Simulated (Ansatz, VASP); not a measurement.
# LuBi in two plane-wave programs

One calculation is typed for both programs; each brings its own data sets. How far apart do they land? The cell is taken from a series of runs on this material, whose earlier steps may have relaxed, scaled, displaced or heated it; both programs get it as it stands.

Method: plane waves, with VASP 6.6.1 beside it; relaxation of cell and atoms at PBEsol, in Ansatz 0.2.0.

## (1) The structure

Symmetry: Fm-3m, No. 225, cubic system. The conventional cell has a = 6.135 Å, b = 6.135 Å, c = 6.135 Å, α = 90.00°, β = 90.00°, γ = 90.00°. Nearest to Lu lie 6 Bi at 3.07 Å. Nearest to Bi lie 6 Lu at 3.07 Å. Farther neighbours are not listed.

## (2) Ansatz: relaxation of cell and atoms, PBEsol

Ansatz runs on norm-conserving files, of PseudoDojo where its log says so.

The relaxed volume is the usual yardstick between codes: in a stiff, nearly cubic crystal its relative difference is about their pressure difference at one cell divided by the bulk modulus.

input.yaml reads:

```yaml
crystal:
  lattice:
    - [0.0, 3.0674092755, 3.0674092755]
    - [3.0674092755, 0.0, 3.0674092755]
    - [3.0674092755, 3.0674092755, 0.0]
  atoms:
    - { symbol: Lu, position: [0.5, 0.5, 0.5] }
    - { symbol: Bi, position: [0.0, 0.0, 0.0] }
kpoints:
  mp_grid: { grid: [8, 8, 8] }
hamiltonian:
  xc: pbesol
  pseudopotentials: { kind: nc, accuracy: standard }
scf:
  occupations: { method: methfessel_paxton, width: 0.2 }
output:
  forces: true
  stress: true
  eigenvalues: true
relax:
  adjacent_minimum: "off"
  f_tol: 0.001
  max_steps: 60
  cell: { stress_tol: 0.01 }
```

Run with:

```bash
ansatz run input.yaml --threads 16 --pin off --max-ram 92160MiB --backend cuda --events-out ev --progress --plain --runs-dir out --max-vram 78GiB
```

Numbers of over 12 decimals in the logs are rounded to 6 here.

The program printed:

```text
Engine: ansatz 0.2.0, aarch64-unknown-linux-gnu
Pseudopotentials: kind: nc
Pseudopotential: Lu, nc, valence charge 25, recommended cutoff 1360.569312 eV (normal), Lu.nc.azcp (PseudoDojo's, or run here from an input of PseudoDojo's; its table is named by hamiltonian.pseudopotentials.accuracy)
Pseudopotential: Bi, nc, valence charge 15, recommended cutoff 897.975746 eV (normal), Bi.nc.azcp (PseudoDojo's, or run here from an input of PseudoDojo's; its table is named by hamiltonian.pseudopotentials.accuracy)
Functional definition: PBEsol
  exchange = pbesol_x
  correlation = pbesol_c
[...]
Crystal: 2 atoms, lattice volume = 57.723 Å³
Basis set: ecut = 1360.569312 eV, 6615 PW (Γ), exchange–correlation on 108×108×108 points (8 copies of the dense FFT grid, shifted against one another)
Bands: 24, of which v1, the nominal top of the filled ones, is band 20 counted from 1 (19 counted from 0)
Symmetry: 48 space group operations
Space group: Fm-3m (ITA 225), of the structure as read, at distance tolerance 3.9e-5 Å
k-points: 29 of 512
Non-local potential: Lu, projectors of the file, l = 0: 2, l = 1: 2, l = 2: 2, l = 3: 2
Non-local potential: Bi, projectors of the file, l = 0: 2, l = 1: 2, l = 2: 2, l = 3: 2
Initial density: superposition of atomic densities (chi_scale 0.1, normalization cell, long waves kept (reshape's long-wave potential 0.00 eV rms))
Initial wavefunctions: pseudopotential atomic-orbital guess
[...]
Functional: x = pbesol(κ = 0.804, μ = 0.123457), c = pbesol(β = 0.046)
SCF iter   1: F=—  HF=-8931.297560 eV  |F-HF|=—  |Δ(HF+E_count)|=         —  Δρ=5.10e-2  dr2=1.81e0  ethr=3.10e-3  ⟨swp⟩=4.4  Hψ=2613  notcnv=0
preconditioner: auto → Kerker (q_TF=auto, 2.567 Å⁻¹)  [metal: Δε(μ)=0.090 eV  Ē_g=15.707 eV  σ=0.200 eV  W_gap=0.36  n_scr=14 (ndim 8)  ℏωp=30.1 eV  f_vac=0.000  D(μ)=0.85/eV (n_scr^D=0)]
SCF iter   2: F=—  HF=-8930.788222 eV  |F-HF|=—  |Δ(HF+E_count)|=   5.09e-1  S|Δr|=    0.00e0  Δρ=2.36e-2  dr2=4.37e-1  ethr=3.10e-3  ⟨swp⟩=4.0  Hψ=1660  notcnv=0
[...]
SCF iter   8: F=-8930.641586 eV  HF=-8930.641586 eV  |F-HF|=2.67e-9  |Δ(HF+E_count)|=   1.50e-8  S|Δr|=    0.00e0  Δρ=4.36e-6  dr2=6.10e-9  ethr=2.50e-10  ⟨swp⟩=7.2  Hψ=4290  notcnv=0
SCF 1 converged in 8 iterations: F = -8930.641586 eV  dr2 = 6.10e-9
relax step   1: F+E_penalty+E_count = -8930.64158573 eV  Δ(F+E_penalty+E_count) = +0.000e0 eV  max|allowed force component| = 4.705e-24 eV/Å  Δτ_max = 0.0000 Å  P = -0.123 GPa  Ω = 57.723 Å³  (8 SCF iters, dr2 threshold 1.00e-7 eV, accepted)
[...]
relax step   2: F+E_penalty+E_count = -8930.64161274 eV  Δ(F+E_penalty+E_count) = -2.701e-5 eV  max|allowed force component| = 1.896e-24 eV/Å  Δτ_max = 0.0000 Å  P = +0.089 GPa  Ω = 57.522 Å³  energy of the carried Pulay correction = +5.407e-6 eV  (4 SCF iters, dr2 threshold 3.77e-8 eV, accepted)
[...]
relax step   3: F+E_penalty+E_count = -8930.64163367 eV  Δ(F+E_penalty+E_count) = -2.093e-5 eV  max|allowed force component| = 1.091e-23 eV/Å  Δτ_max = 0.0000 Å  P = -0.000 GPa  Ω = 57.606 Å³  energy of the carried Pulay correction = +3.141e-6 eV  (4 SCF iters, dr2 threshold 1.96e-8 eV, accepted)
[...]
relax step   4: F+E_penalty+E_count = -8930.64163128 eV  Δ(F+E_penalty+E_count) = +2.392e-6 eV  max|allowed force component| = 2.541e-27 eV/Å  Δτ_max = 0.0000 Å  P = -0.000 GPa  Ω = 57.606 Å³  stress off target by 1.07e-4 GPa  SCF on the basis re-selected at this cell (its energy is not comparable with the rows above)  (6 SCF iters)
basis re-selected at this cell: Δ(F+E_penalty+E_count) = +2.392e-6 eV, ΔP = +0.000 GPa vs the last step (what re-selecting the basis moved, of the pressure what is left beyond the Pulay correction that the steps carried, after the strain that the cell walked since its last selection, with what the two solves' SCF thresholds leave and, on support functions, any second-order correction that the steps lacked; it is no m [...]
SCF converged after 6 iterations
Stability not checked: this state was not tested for a lower state beside it, because cold or Methfessel-Paxton smearing, or corrected tetrahedra, fill the levels in a way that the test cannot read (fill_not_monotonic; see scf.lower_state_search)
Free energy (F): -8930.641631 eV
Harris-Foulkes:  -8930.641631 eV  (|F-HF|=1.82e-12)
Internal energy: -8930.639197 eV  (E = F + TS)
E sigma→0 (E₀):  -8930.641023 eV
Entropy (-TS):   -0.002434 eV (-1.217 meV/atom)
Fermi energy:    13.757659 eV
Step filling:    the computed levels leave a gap of 0.0000 eV = 0.0 smearing widths at the electron count; against every level under it full and every level over it empty, smearing changes F+E_penalty+E_count by -1.039 meV and its σ→0 estimate by -0.430 meV
--- Per-component energies (eV) ---
  E_band       = -63.401002
  E_kinetic    = 5246.461383
  E_local      = -8073.580186  (includes V_loc(G=0)·N_el)
  E_nonlocal   = -1881.628430
  E_hartree    = 2896.427342
  E_xc         = -1581.725785
  E_vxc        = -1147.508487  (∫ρ·V_xc dr)
  E_ewald      = -5536.593520
  E_smearing   = -0.002434  (= −TS)
  E_closure    = 0.000000  (closes the sum)
  Σ components = -8930.641631   (vs F -8930.641631, Δ=0.00e0)
--- Forces (eV/Å), atoms counted from 1 ---
  atom   1  Lu     0.00000000    -0.00000000     0.00000000
  atom   2  Bi     0.00000000     0.00000000     0.00000000
  max |Σ_I F_I| component: 5.15e-27 eV/Å
--- Stress (GPa, compression-positive) ---
       -0.000107      -0.000000      -0.000000
       -0.000000      -0.000107      -0.000000
       -0.000000      -0.000000      -0.000107
  P = ⅓ Tr σ = -0.0001 GPa (-0.001 kbar)
--- Band table (eV; the first three rows and the last of 29) ---
  k-point 0: bands = [... 16 lower, 8.2916, 14.6948, 14.6948, 14.6948, 14.8663, 14.8663, 14.8663, 15.7282]
  k-point 1: bands = [... 16 lower, 8.2917, 12.7572, 13.6869, 13.6869, 15.1018, 15.1580, 15.1580, 16.8578]
  k-point 2: bands = [... 16 lower, 8.2921, 10.7800, 12.6951, 12.6951, 15.2231, 15.6298, 15.6298, 18.5101]
  k-point 28: bands = [... 16 lower, 8.3094, 10.8801, 10.8801, 10.9412, 16.0214, 16.1058, 16.1058, 17.4019]
--- Relaxed structure (3 steps of the walk, 3 accepted, 1 SCFs on fresh bases) ---
  F+E_penalty+E_count = -8930.64163128 eV   max|allowed force component| = 2.541e-27 eV/Å   (the final SCF, on the basis selected at the relaxed cell)
  cell:  # Å, volume = 57.6057 Å³
    - [0, 3.065340, 3.065340]
    - [3.065340, 0, 3.065340]
    - [3.065340, 3.065340, 0]
  atoms:
    - { symbol: Lu, position: [0.500000, 0.500000, 0.500000] }
    - { symbol: Bi, position: [0, 0, 0] }
```

The column dr2 measures how far the density is from self-consistency, as an energy; F and HF (Harris–Foulkes) agree once it is small.

## (3) VASP: relaxation of cell and atoms, PBEsol

The same cell, functional, mesh and smearing now go to VASP, with its own data sets.

Lines of VASP's logs that name or quote its potential files are left out, and so is its time.

INCAR reads:

```
SYSTEM = LuBi
PREC = Accurate
ENCUT = 500
EDIFF = 1E-07
NELM = 120
ISMEAR = 1
SIGMA = 0.2
LREAL = .FALSE.
ALGO = Normal
GGA = PS
NBANDS = 18
LORBIT = 11
LWAVE = .FALSE.
LCHARG = .FALSE.
ISIF = 3
IBRION = 2
NSW = 80
EDIFFG = -0.005
LASPH = .TRUE.
GGA_COMPAT = .FALSE.
NELMIN = 4
KPAR = 2
```

POSCAR reads:

```
LuBi
1.0
    0.0000000000      3.0674090000      3.0674090000
    3.0674090000      0.0000000000      3.0674090000
    3.0674090000      3.0674090000      0.0000000000
Lu Bi
1 1
Direct
    0.5000000000      0.5000000000      0.5000000000
    0.0000000000      0.0000000000      0.0000000000
```

KPOINTS reads:

```
Automatic mesh
0
Gamma
8 8 8
0 0 0
```

Potentials, in the order of the species: Lu_3 and Bi_d (PBE family, release 64).

Run with:

```bash
mpirun -np 2 vasp_std
```

The program printed:

```text
[banner, memory and clock lines left out]
running    2 mpi-ranks, on    1 nodes
 distrk:  each k-point on    1 cores,    2 groups
 distr:  one band on    1 cores,    1 groups

 POSCAR found type information on POSCAR LuBi
 POSCAR found :  2 types and       2 ions
|                                                                             |
|               ----> ADVICE to this user running VASP <----                  |
|                                                                             |
|     You enforced a specific xc type in the INCAR file but a different       |
|     [... a line on the potential file left out ...]
|     I HOPE YOU KNOW WHAT YOU ARE DOING!                                     |
|                                                                             |

 LDA part: xc-table for (Slater+PW92), standard interpolation
 POSCAR, INCAR and KPOINTS ok, starting setup
 FFT: planning ... GRIDC
 FFT: planning ... GRID_SOFT
 FFT: planning ... GRID
 WAVECAR not read
 entering main loop
       N       E                     dE             d eps       ncg     rms          rms(c)
DAV:   1     0.156623226437E+03    0.15662E+03   -0.11992E+04  1520   0.152E+03
DAV:   2    -0.105050776871E+01   -0.15767E+03   -0.15533E+03  1632   0.592E+02
DAV:   3    -0.106903829459E+02   -0.96399E+01   -0.95163E+01  1722   0.143E+02
DAV:   4    -0.109134229144E+02   -0.22304E+00   -0.22197E+00  1784   0.167E+01
DAV:   5    -0.109207936119E+02   -0.73707E-02   -0.73650E-02  1660   0.256E+00    0.191E+01
DAV:   6    -0.107744604733E+02    0.14633E+00   -0.25320E-01  1670   0.607E+00    0.118E+01
DAV:   7    -0.107697451924E+02    0.47153E-02   -0.24080E-01  1496   0.679E+00    0.886E-01
DAV:   8    -0.107635168408E+02    0.62284E-02   -0.43611E-02  1664   0.232E+00    0.105E-01
DAV:   9    -0.107634112331E+02    0.10561E-03   -0.24430E-03  1664   0.595E-01    0.746E-02
DAV:  10    -0.107634135660E+02   -0.23329E-05   -0.19032E-04  1712   0.174E-01    0.288E-02
DAV:  11    -0.107634162536E+02   -0.26875E-05   -0.22945E-05  1576   0.548E-02    0.240E-02
DAV:  12    -0.107634154822E+02    0.77133E-06   -0.56879E-06  1784   0.283E-02    0.372E-03
DAV:  13    -0.107634155479E+02   -0.65690E-07   -0.28759E-07  1194   0.525E-03
   1 F= -.10763416E+02 E0= -.10762874E+02  d E =-.107634E+02
 curvature:   0.00 expect dE= 0.000E+00 dE for cont linesearch  0.000E+00
 trial: gam= 0.00000 g(F)=  0.557E-63 g(S)=  0.589E-03 ort = 0.000E+00 (trialstep = 0.100E+01)
 search vector abs. value=  0.589E-03
 bond charge predicted
       N       E                     dE             d eps       ncg     rms          rms(c)
DAV:   1    -0.107726360119E+02   -0.92205E-02   -0.24546E-01  1064   0.941E+00    0.588E-01
DAV:   2    -0.107652269716E+02    0.74090E-02   -0.17066E-02  1630   0.188E+00    0.221E-01
DAV:   3    -0.107635198863E+02    0.17071E-02   -0.49872E-03  1588   0.115E+00    0.391E-02
DAV:   4    -0.107635214367E+02   -0.15504E-05   -0.29242E-04  1662   0.212E-01    0.380E-02
DAV:   5    -0.107635270907E+02   -0.56540E-05   -0.35790E-05  1352   0.860E-02    0.915E-03
DAV:   6    -0.107635267945E+02    0.29620E-06   -0.75885E-06  1510   0.390E-02    0.416E-03
DAV:   7    -0.107635267481E+02    0.46475E-07   -0.19150E-07   896   0.453E-03
   2 F= -.10763527E+02 E0= -.10762917E+02  d E =-.111200E-03
 trial-energy change:   -0.000111  1 .order   -0.000121   -0.000589    0.000348
 step:   0.6145(harm=  0.6287)  dis= 0.00000  next Energy=   -10.763594 (dE=-0.179E-03)
 bond charge predicted
       N       E                     dE             d eps       ncg     rms          rms(c)
DAV:   1    -0.107649415612E+02   -0.14148E-02   -0.36724E-02  1048   0.365E+00    0.226E-01
DAV:   2    -0.107638567287E+02    0.10848E-02   -0.25191E-03  1626   0.722E-01    0.854E-02
DAV:   3    -0.107636001214E+02    0.25661E-03   -0.74952E-04  1588   0.441E-01    0.150E-02
DAV:   4    -0.107635982500E+02    0.18714E-05   -0.42973E-05  1702   0.818E-02    0.145E-02
DAV:   5    -0.107635964095E+02    0.18405E-05   -0.53421E-06  1292   0.340E-02    0.369E-03
DAV:   6    -0.107635959833E+02    0.42616E-06   -0.12618E-06  1358   0.158E-02    0.150E-03
DAV:   7    -0.107635959957E+02   -0.12387E-07   -0.26356E-08   654   0.191E-03
   3 F= -.10763596E+02 E0= -.10763013E+02  d E =-.180448E-03
 curvature:  -0.31 expect dE=-0.219E-07 dE for cont linesearch -0.219E-07
 trial: gam= 0.00000 g(F)=  0.715E-60 g(S)=  0.698E-07 ort =-0.641E-05 (trialstep = 0.923E+00)
 search vector abs. value=  0.699E-07
 reached required accuracy - stopping structural energy minimisation
```

From OUTCAR (step 3):

```text
ion  position               nearest neighbor table
   1  0.500  0.500  0.500-   2 3.07   2 3.07   2 3.07   2 3.07   2 3.07   2 3.07
   2  0.000  0.000  0.000-   1 3.07   1 3.07   1 3.07   1 3.07   1 3.07   1 3.07

  LATTYP: Found a face centered cubic cell.
 ALAT       =     6.1348180000

 Subroutine GETGRP returns: Found 48 space group operations
 (whereof 48 operations were pure point group operations)

The static configuration has the point symmetry O_h .

 Found     29 irreducible k-points:

   k-points           NKPTS =     29   k-points in BZ     NKDIM =     29   number of bands    NBANDS=     18

   dimension x,y,z NGX =    32 NGY =   32 NGZ =   32
   dimension x,y,z NGXF=    64 NGYF=   64 NGZF=   64

   ENCUT  =  500.0 eV  36.75 Ry    6.06 a.u.   7.91  7.91  7.91*2*pi/ulx,y,z

   NELECT =      24.0000    total number of electrons

 k-points in reciprocal lattice and weights: Automatic mesh
   0.00000000  0.00000000  0.00000000       0.002
   0.12500000  0.00000000  0.00000000       0.016
   0.25000000  0.00000000  0.00000000       0.016
   0.37500000  0.00000000  0.00000000       0.016
   0.50000000  0.00000000  0.00000000       0.008
   0.12500000  0.12500000  0.00000000       0.012
   0.25000000  0.12500000  0.00000000       0.047
   0.37500000  0.12500000  0.00000000       0.047
   0.50000000  0.12500000  0.00000000       0.047
[...]
-0.37500000  0.50000000  0.12500000       0.023
  -0.25000000  0.50000000  0.25000000       0.012

 average (electrostatic) potential at core
       1 -30.2877       2-104.3309

 E-fermi :   5.6034

 k-point     1 :       0.0000    0.0000    0.0000
  band No.  band energies     occupation
    ...
      5     -16.5150      2.00000
      6     -16.4499      2.00000
      7     -16.4499      2.00000
      8     -16.4499      2.00000
      9      -6.2516      2.00000
     10       6.5034     -0.00000
     11       6.5034     -0.00000
     12       6.5034     -0.00000
     13       6.7453     -0.00000
     14       6.7453     -0.00000
    ...

 k-point     2 :       0.1250    0.0000    0.0000
  band No.  band energies     occupation
    ...
      8     -16.4477      2.00000
      9      -6.0922      2.00000
     10       4.5847      2.00000
     11       5.5229      1.62397
     12       5.5229      1.62397
     13       6.9727     -0.00000
     14       7.0346     -0.00000
     15       7.0346     -0.00000
     16       8.7350     -0.00000
     17       8.7350     -0.00000
    ...

 k-point     3 :       0.2500    0.0000    0.0000
  band No.  band energies     occupation
    ...
      8     -16.4423      2.00000
      9      -5.6594      2.00000
     10       2.5982      2.00000
     11       4.5422      2.00000
     12       4.5422      2.00000
     13       7.0877     -0.00000
     14       7.5094     -0.00000
     15       7.5094     -0.00000
     16      10.4078      0.00000
     17      10.4078      0.00000
    ...

  Total        0.0009820      0.0009820      0.0009820      0.0000000      0.0000000      0.0000000
  in kB        0.0273655      0.0273655      0.0273655      0.0000000      0.0000000      0.0000000
  external PRESSURE =       0.0273655 kB  Pullay stress =       0.0000000 kB

  energy-cutoff  :      500.00
  volume of cell :       57.49
      direct lattice vectors                 reciprocal lattice vectors
    -0.000000000  3.063307452  3.063307452    -0.163222271  0.163222271  0.163222271
     3.063307452 -0.000000000  3.063307452     0.163222271 -0.163222271  0.163222271
     3.063307452  3.063307452  0.000000000     0.163222271  0.163222271 -0.163222271

 POSITION                                       TOTAL-FORCE (eV/Angst)
 -----------------------------------------------------------------------------------
      3.06331      3.06331      3.06331        -0.000000      0.000000      0.000000
      0.00000      0.00000      0.00000         0.000000     -0.000000     -0.000000
 -----------------------------------------------------------------------------------
    total drift:                                0.000000     -0.000000     -0.000000

  FREE ENERGIE OF THE ION-ELECTRON SYSTEM (eV)
  ---------------------------------------------------
  free  energy   TOTEN  =       -10.7635959957 eV

  energy  without entropy=      -10.7618471071  energy(sigma->0) =      -10.76301303

 reached required accuracy - stopping structural energy minimisation

 total charge
# of ion       s       p       d       tot
------------------------------------------
    1        0.348   6.477   0.959   7.784
    2        1.419   1.804   9.885  13.109
--------------------------------------------------
tot          1.767   8.282  10.844  20.893

[... 3 further parts left out ...]
```

CONTCAR:

```
LuBi
   1.00000000000000
    -0.0000000000000000    3.0633074519322867    3.0633074519322867
     3.0633074519322867   -0.0000000000000000    3.0633074519322867
     3.0633074519322867    3.0633074519322867    0.0000000000000000
  Lu              Bi
     1     1
Direct
     0.5000000000000000    0.5000000000000000    0.5000000000000000
     0.0000000000000000    0.0000000000000000    0.0000000000000000
```

The data set Lu_3 holds the 4f electrons frozen in the core, so no f bands or f moments appear.

## (4) Side by side

Known differences besides the potentials themselves: the data sets hold 40 valence electrons in Ansatz (on norm-conserving files, of PseudoDojo where its log says so) and 24 in VASP; the cutoff is 1360.57 eV in Ansatz and 500 eV in VASP; Ansatz adds a Pulay correction to the stress that steers its cell, VASP none. Total energies have different zeros and are not compared.

Both answers:

| quantity | Ansatz | VASP | difference |
| --- | --- | --- | --- |
| volume (Å³) | 57.61 | 57.49 | +0.20 % |
| edge a after relaxation, in the typed setting (Å) | 4.335 | 4.332 | +0.06 % |

## (5) What came out

```yaml
difference_in_volume_relaxation_of_cell_and_atoms_pbesol: 0.20 %
```

The difference in volume is 0.20 % (relaxation of cell and atoms, PBEsol), within the 1.2 % picked in this series as the mark of a large difference, as far as the stopping tolerances let one tell. The data sets hold unlike numbers of valence electrons (40 in Ansatz and 24 in VASP), so part of the differences comes from the potentials. 2 further runs of this series are not shown here. How closely two codes agree says nothing of how well the functional describes the real material.

[Lines on the potential files, build, host, timing and source positions are cut from VASP's logs without a mark.]

[Logs are printed without paths, hosts, clocks, repeated set-up lines and the standing remarks that a program may print on its own settings, such as how far it seeks lower states.]

[Hosts, paths, dates, database ids (printed as entryN), source tags and the programs' standing remarks are cut or masked in the printed files.]
